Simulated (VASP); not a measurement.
Consider the following.

```yaml
crystal:
  lattice:
    - [1.36632, -2.43754, 0.00000]
    - [1.36632, 2.43754, 0.00000]
    - [0.00000, 0.00000, 4.38552]
  atoms:
    - { symbol: Tc, position: [0.33333, 0.66667, 0.25000] }
    - { symbol: Tc, position: [0.66667, 0.33333, 0.75000] }
```

These are r2SCAN meta-GGA, VASP's PBE PAW potentials (set 64) (plane waves; VASP 6.6.1) values and carry that method's errors. Settings: 480 eV cut-off, 14×14×8 Γ-centred mesh, first-order Methfessel-Paxton smearing of 0.10 eV, potentials Tc_pv.

Give the force on each atom (eV/Å).

| atom | Fx | Fy | Fz |
|---|---|---|---|
| Tc1 | 0.000 | -0.138 | 0.000 |
| Tc2 | 0.000 | 0.138 | 0.000 |

Give the stress tensor in GPa (positive for a compressed cell).

```
 -5.86    0.00    0.00
  0.00  -12.80    0.00
  0.00    0.00   -5.94
```
The pressure is its mean diagonal, -8.20 GPa.

The compound is Tc in the hcp structure. This cell was strained or had an atom moved on purpose.
